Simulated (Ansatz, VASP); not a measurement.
# Cross-check of PtSe2 between VASP and Ansatz, part 2 of 2

One calculation is typed for both programs; each brings its own data sets. How far apart do they land? The structure shown is the start of the Ansatz relaxation below; VASP solves that cell, so the two are compared at the walk's first step.

VASP 6.6.1 and Ansatz 0.2.0.

So far. Step 3 (VASP: single point, PBE, start cell, pair 1): The run ends at a pressure of 0.26 GPa, with forces up to 0.13 eV/Å.

## 6. VASP: single point, PBE, start cell, pair 2

Level of this step: PBE; plane waves and PAW (Pt, Se) (VASP).

The same cell, functional, mesh and smearing now go to VASP, with its own data sets.

INCAR reads:

```
SYSTEM = PtSe2
PREC = Accurate
ENCUT = 400
EDIFF = 1E-06
NELM = 120
ISMEAR = 1
SIGMA = 0.2
LREAL = .FALSE.
ALGO = Normal
GGA = PE
NBANDS = 17
LASPH = .TRUE.
LORBIT = 11
LWAVE = .FALSE.
LCHARG = .FALSE.
ISIF = 2
LDIPOL = .TRUE.
IDIPOL = 3
DIPOL = 0.5 0.5 0.328
LVHAR = .TRUE.
GGA_COMPAT = .FALSE.
NELMDL = -8
KPAR = 2
```

POSCAR reads:

```
PtSe2
1.0
    3.6356522759      0.0000000000      0.0000000000
   -1.8178261380      3.0855958857      0.0000000000
    0.0000000000      0.0000000000     30.4600000000
Pt Se
1 2
Direct
    0.3315965661      0.6631931322      0.3282994091
    0.6675350247      0.3350701253      0.3770196651
    0.6675350247      0.3350701253      0.2795791530
```

KPOINTS reads:

```
Automatic mesh
0
Gamma
15 15 1
0 0 0
```

Potentials, in the order of the species: Pt and Se (PBE family, release 64).

Run with:

```console
mpirun -np 2 vasp_std
```

Numbers of over 12 decimals in the logs are rounded to 6 here.

The program printed:

```text
[... set-up lines as in an earlier step ...]
 entering main loop
       N       E                     dE             d eps       ncg     rms          rms(c)
DAV:   1     0.162074932185E+03    0.16207E+03   -0.60878E+03  2176   0.742E+02
DAV:   2     0.446735941432E+01   -0.15761E+03   -0.14974E+03  3577   0.150E+02
DAV:   3    -0.131956178151E+02   -0.17663E+02   -0.17451E+02  2659   0.642E+01
DAV:   4    -0.135023675948E+02   -0.30675E+00   -0.30416E+00  2858   0.990E+00
[...]
DAV:  22    -0.129257177312E+02   -0.17993E-05   -0.48723E-08  2134   0.116E-03    0.232E-04
DAV:  23    -0.129257191325E+02   -0.14013E-05   -0.45482E-08  2137   0.459E-04    0.149E-04
DAV:  24    -0.129257196289E+02   -0.49643E-06   -0.91593E-09  2264   0.242E-04
   1 F= -.12925720E+02 E0= -.12926794E+02  d E =0.322258E-02
```

OUTCAR, selected parts (step 6):

```text
  Total        0.3922428      0.9161905      0.3312151     -0.0000000      0.0000000      0.0000000
  in kB        1.8391379      4.2958104      1.5529927     -0.0000000      0.0000000      0.0000000
  external PRESSURE =       2.5626470 kB  Pullay stress =       0.0000000 kB

 POSITION                                       TOTAL-FORCE (eV/Angst)
 -----------------------------------------------------------------------------------
     -0.00000      2.04635     10.00000         0.000000     -0.066120      0.000000
      1.81783      1.03389     11.48402        -0.000000      0.033060      0.120917
      1.81783      1.03389      8.51598        -0.000000      0.033060     -0.120917
 -----------------------------------------------------------------------------------
    total drift:                                0.000095     -0.000155      0.000038

  FREE ENERGIE OF THE ION-ELECTRON SYSTEM (eV)
  ---------------------------------------------------
  free  energy   TOTEN  =       -12.9257196289 eV

  energy  without entropy=      -12.9289422081  energy(sigma->0) =      -12.92679382

[... 1 part as in an earlier step ...]

[... 2 further parts left out ...]
[key lines of the parts left out:]
E-fermi :  -2.7390
```

The run ends at a pressure of 0.26 GPa, with forces up to 0.13 eV/Å.

## 7. Differences

What differs besides the data sets and the points named for the pairs above, as far as they apply: the data sets hold 50 valence electrons in Ansatz (on its PAW soft_1 files) and 22 in VASP. Total energies have different zeros and are not compared.

Forces (eV/Å; atoms numbered as in POSCAR):

```
atom        Ansatz x, y, z          VASP x, y, z
 Pt1  0.000, -0.066, 0.000  0.000, -0.066, 0.000
 Se2   0.000, 0.033, 0.118   0.000, 0.033, 0.121
 Se3  0.000, 0.033, -0.118  0.000, 0.033, -0.121
```

The forces differ by 1.1 meV/Å r.m.s., which is 1.8 % of the r.m.s. force of 0.063 eV/Å (both taken over all components). With vacuum in the cell, a pressure given here is an average over mostly empty space and none of the material.

## 8. Ansatz: relaxation, PBE

The two programs are compared at the cell with which this relaxation starts, whose forces are those of its first step.

The structure compared here is the start of the Ansatz relaxation; VASP solves that cell, so the two are compared at the walk's first step.

input.yaml reads:

```yaml
crystal:
  lattice:
    - [3.5992957532, 0.0, 0.0]
    - [-1.7996478766, 3.1485672303, 0.0]
    - [0.0, 0.0, 30.46]
  atoms:
    - { symbol: Pt, position: [0.3333333333, 0.6666666667, 0.3282994091] }
    - { symbol: Se, position: [0.6666666667, 0.3333333333, 0.3766691291] }
    - { symbol: Se, position: [0.6666666667, 0.3333333333, 0.279929689] }
  periodic: [true, true, false]
kpoints:
  mp_grid: { grid: [15, 15, 1] }
hamiltonian:
  xc: pbe
  pseudopotentials: { kind: paw, azcp: { folder: soft_1 } }
scf:
  occupations: { method: methfessel_paxton, width: 0.2 }
output:
  forces: true
  stress: true
  eigenvalues: true
relax:
  adjacent_minimum: "off"
  f_tol: 0.001
  max_steps: 60
```

Run with:

```console
ansatz run input.yaml --threads 4 --pin off --max-ram 16384MiB --backend cpu --events-out ev --progress --plain --runs-dir out
```

The program printed:

```text
[...]
Crystal: 3 atoms, lattice volume = 345.192 Å³
Basis set: ecut = 420 eV, 6645 PW (Γ), exchange–correlation on 50×50×432 points (8 copies of the dense FFT grid, shifted against one another)
Bands: 30, of which v1, the nominal top of the filled ones, is band 25 counted from 1 (24 counted from 0)
Symmetry: 4 space group operations
[...]
--- Relaxed structure (6 steps of the walk, 6 accepted, 0 SCFs on fresh bases) ---
  F+E_penalty+E_count = -23462.70559600 eV   max|allowed force component| = 1.567e-5 eV/Å
  cell:  # Å, volume = 345.1917 Å³
    - [3.5992957532, 0.0, 0.0]
    - [-1.7996478766, 3.1485672303, 0.0]
    - [0.0, 0.0, 30.46]
  atoms:
    - { symbol: Pt, position: [0.335102, 0.670204, 0.328299] }
    - { symbol: Se, position: [0.665782, 0.331565, 0.377021] }
    - { symbol: Se, position: [0.665782, 0.331565, 0.279578] }
[key lines of the parts left out:]
SCF converged after 4 iterations
Free energy (F): -23462.705596 eV
Fermi energy:    -4.722629 eV
P = ½ c Tr σ = 0.2884 N/m
```

## 9. VASP: single point, PBE, start cell, pair 3

The same cell, functional, mesh and smearing now go to VASP, with its own data sets.

INCAR is that of step 6.

POSCAR reads:

```
PtSe2
1.0
    3.5992957532      0.0000000000      0.0000000000
   -1.7996478766      3.1485672303      0.0000000000
    0.0000000000      0.0000000000     30.4600000000
Pt Se
1 2
Direct
    0.3333333619      0.6666667238      0.3282994091
    0.6666666358      0.3333332031      0.3766691399
    0.6666666358      0.3333332031      0.2799296783
```

KPOINTS is that of step 6.

Run with:

```console
mpirun -np 2 vasp_std
```

The program printed:

```text
[... set-up lines as in an earlier step ...]
 entering main loop
       N       E                     dE             d eps       ncg     rms          rms(c)
DAV:   1     0.161404492659E+03    0.16140E+03   -0.60244E+03  2176   0.739E+02
DAV:   2     0.412824441605E+01   -0.15728E+03   -0.15044E+03  3725   0.149E+02
DAV:   3    -0.132086228261E+02   -0.17337E+02   -0.17159E+02  2696   0.637E+01
DAV:   4    -0.135013601989E+02   -0.29274E+00   -0.29171E+00  2895   0.965E+00
[...]
DAV:  22    -0.129300921920E+02   -0.15779E-05   -0.41488E-08  2155   0.107E-03    0.355E-04
DAV:  23    -0.129300937394E+02   -0.15474E-05   -0.52161E-08  2124   0.570E-04    0.207E-04
DAV:  24    -0.129300941602E+02   -0.42080E-06   -0.61030E-09  2322   0.235E-04
   1 F= -.12930094E+02 E0= -.12930570E+02  d E =0.142793E-02
```

Parts of OUTCAR (step 9):

```text
  Total        0.6201789      0.2632701      0.3309834      0.0000000      0.0000000      0.0000000
  in kB        2.8785062      1.2219450      1.5362307      0.0000000      0.0000000      0.0000000
  external PRESSURE =       1.8788940 kB  Pullay stress =       0.0000000 kB

 POSITION                                       TOTAL-FORCE (eV/Angst)
 -----------------------------------------------------------------------------------
      0.00000      2.09905     10.00000         0.000000      0.067897      0.000000
      1.79965      1.04952     11.47334        -0.000000     -0.033949      0.121674
      1.79965      1.04952      8.52666        -0.000000     -0.033949     -0.121674
 -----------------------------------------------------------------------------------
    total drift:                               -0.000084     -0.000083      0.000036

  FREE ENERGIE OF THE ION-ELECTRON SYSTEM (eV)
  ---------------------------------------------------
  free  energy   TOTEN  =       -12.9300941602 eV

  energy  without entropy=      -12.9315220918  energy(sigma->0) =      -12.93057014

[... 1 part as in an earlier step ...]

[... 2 further parts left out ...]
[key lines of the parts left out:]
E-fermi :  -2.7532
```

The run ends at a pressure of 0.19 GPa, with forces up to 0.13 eV/Å.

## 10. Differences

What differs besides the data sets and the points named for the pairs above, as far as they apply: the data sets hold 50 valence electrons in Ansatz (on its PAW soft_1 files) and 22 in VASP. Total energies have different zeros and are not compared.

Forces (eV/Å; atoms numbered as in POSCAR):

```
atom         Ansatz x, y, z           VASP x, y, z
 Pt1    0.000, 0.067, 0.000    0.000, 0.068, 0.000
 Se2   0.000, -0.034, 0.119   0.000, -0.034, 0.122
 Se3  0.000, -0.034, -0.119  0.000, -0.034, -0.122
```

The forces differ by 1.2 meV/Å r.m.s., which is 1.8 % of the r.m.s. force of 0.064 eV/Å (both taken over all components). With vacuum in the cell, a pressure given here is an average over mostly empty space and none of the material.

## 11. Outcome

```
r.m.s. force difference (single point, PBE, start cell, pair 1) : 1.2 meV/Å
r.m.s. force difference (single point, PBE, start cell, pair 2) : 1.1 meV/Å
r.m.s. force difference (single point, PBE, start cell, pair 3) : 1.2 meV/Å
```

In words: The r.m.s. force difference is 1.2 meV/Å (single point, PBE, start cell, pair 1), within the 12 meV/Å picked in this series as the mark of a large difference. The data sets hold unlike numbers of valence electrons (50 in Ansatz and 22 in VASP), so part of the differences comes from the potentials. 5 further runs of this series are not shown here. How closely two codes agree says nothing of how well the functional describes the real material.

[Lines on the potential files, build, host, timing and source positions are cut from VASP's logs without a mark.]

[Logs are printed without paths, hosts, clocks, repeated set-up lines and the standing remarks that a program may print on its own settings, such as how far it seeks lower states.]

[Hosts, paths, dates, database ids (printed as entryN), source tags and the programs' standing remarks are cut or masked in the printed files.]
